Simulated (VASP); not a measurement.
Input:

```xyz
2
Lattice="1.3550 -2.3469 0.0000 1.3550 2.3469 0.0000 0.0000 0.0000 4.2800" Properties=species:S:1:pos:R:3 pbc="T T T"
Ru     1.3550     0.7823     1.0700
Ru     1.3550    -0.7823     3.2100
```

Calculation: PBE GGA, VASP's PBE PAW potentials (set 64) (plane waves; VASP). Numerical set-up: 300 eV cut-off, 9×9×5 Γ-centred mesh, Fermi-Dirac smearing of 0.14 eV, potentials Ru_pv.

At this cut-off the stress carries a Pulay error, which pulls relaxed volumes low.

Question: Give the stress tensor in GPa (positive for a compressed cell).

Answer: 
```
2.99  0.00  0.00
0.00  2.99  0.00
0.00  0.00  2.84
```
The pressure is its mean diagonal, 2.94 GPa.

The structure is a typed Ru crystal (P6_3/mmc). The cell was not relaxed at this level.
